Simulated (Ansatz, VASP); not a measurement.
CuPt2: VASP beside Ansatz

```
Cu Pt
1.0
     0.00000    2.89943    2.89943
     2.89943    0.00000    2.89943
     2.89943    2.89943    0.00000
Cu Pt
1 2
Direct
  0.00000 0.00000 0.00000
  0.25000 0.25000 0.25000
  0.75000 0.75000 0.75000
```

Alike in both runs: functional PBE; k mesh 14 × 14 × 14; occupations gaussian, width 0.1 eV; no spin polarisation.

Ansatz relaxed the structure, and its values are those at the end. VASP's run is a single point on that final structure, the one shown.

|  | VASP | Ansatz |
| --- | --- | --- |
| version | VASP 6.6.1 | Ansatz 0.2.0 |
| potentials or method | VASP PAW PBE potentials, release 64 (Cu, Pt) | scalar-relativistic, plane waves, PAW |
| plane-wave cutoff (eV) | 520 | 420 |
| valence electrons in the cell | 31 | 55 |

VASP gave:

| Quantity | Value |
| --- | --- |
| gap on the k mesh at the Fermi level (eV) | none |
| pressure (GPa) | -0.2 |

**Question.** Estimate Ansatz's values.

**Answer.** gap on the k mesh at the Fermi level (eV): none; pressure (GPa): 0.0.

A gap of «none» marks a metal or a gap that the smearing closes. The two sets of potentials don't hold the same shells in valence.

The runs have no spin-orbit coupling, so splittings on Pt are missing.
